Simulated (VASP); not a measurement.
Here is the system:

```xyz
2
Lattice="0.0000 2.6938 2.6938 2.6938 0.0000 2.6938 2.6938 2.6938 0.0000" Properties=species:S:1:pos:R:3 pbc="T T T"
Y      0.0000     0.0000     0.0000
C      1.3469     1.3469     1.3469
```

The numbers are results of PBEsol GGA, VASP's PBE PAW potentials (set 64) (plane waves; VASP 6.6.1), not measurements. Run with 520 eV cut-off, Gaussian smearing of 0.050 eV, potentials Y_sv C.

Problem. Give the energies of bands 6 to 10 at the high-symmetry points, in eV from the Fermi level.

Solution. 
```tsv
band	Γ	X	U	L	W
6	-1.05	-2.39	-1.77	-1.34	-1.40
7	-1.05	0.64	0.04	-0.54	-0.61
8	-1.05	0.64	0.28	-0.54	0.68
9	3.17	1.98	2.06	4.64	1.85
10	4.93	5.35	5.21	5.43	4.48
```

It has no gap at this level: it comes out as a metal or semimetal.

The structure was generated: YC was put into the zinc blende type (F-43m), which need not be its known phase. It was relaxed first, which changed the volume by -33 %. The electron count is odd and the run is not spin-polarised, which forces a metal.
